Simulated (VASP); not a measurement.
Calculation: LDA (Ceperley-Alder, Perdew-Zunger), VASP's LDA PAW potentials (set 64) (plane waves; VASP 6.6.1). Each cell was relaxed at this level.

**Question.** Which of these has an unstable (imaginary) mode at Γ?
(A) Zn, P6_3/mmc (194)
(B) NaCl, Fm-3m (225)
(C) AlGaP2, P-4m2 (115)
(D) C, Cmme (67)

**Answer.** D, C, Cmme (67). Its optical Γ-point modes are 49i, 53, 128, 883, 887, 1554, 1568, 1604, 1614 cm⁻¹.
